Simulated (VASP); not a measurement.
Bulk modulus of diamond and zinc-blende semiconductors: LDA against PBE

VASP (plane waves, PAW); cells keep the symmetry of their structure type. Static lattice, from a third-order Birch-Murnaghan fit over five volumes at each level.

Here x stands for PBE B0 and y for LDA B0.

```
solid  PBE B0 (GPa)  LDA B0 (GPa)  cut-off (eV)
-----  ------------  ------------  ------------
HgS            50.1          66.8           520
GaAs           59.6          74.5           520
ZnS            69.3          86.2           520
GaP            76.3          89.9           520
Si             89.0          96.7           520
BAs           131.9         147.4           520
GaN           169.8         201.3           520
AlN           193.7             ?           520
```

### Question
Fit y against x with a straight line, and predict the withheld value at x = 193.7.

### Answer
With u = x - 92, the rows have u = -41.90, -32.40, -22.70, -15.70, -3.00, 39.90, 77.80. Means: u 0.28571, y 108.97. About the means, the sum of products is 12453 and the sum of squares of u is 11220; the slope is their ratio. Least squares gives y = 108.65 + 1.10989·u. Residuals (row less fit): 4.65, 1.81, 2.74, -1.32, -8.62, -5.53, 6.30; standard error 5.98 (degrees of freedom: 5). The slope is 1.11 with a standard error of 0.056. At the withheld row, u = 101.70, so y = 108.65 + 1.10989 × 101.70 = 221.53 GPa. The calculation gives 211.1 GPa, 10.43 GPa below the prediction (7.2 % of the range of y in the table). The row lies outside the fitted rows, so this is an extrapolation. From the scatter of the fitted rows alone, a prediction at this place has a standard error of 8.58 GPa, so the miss is 1.2 times that.

HgS is here metacinnabar; cinnabar is the stable form. GaN is here a metastable form; wurtzite is the usual one. AlN is here a metastable form; wurtzite is the usual one. The rows are a random draw from the solids of this series computed here; series whose standard error about the line passes 12 to 30 % of the range of y, or with no trend, aren't shown in this form.
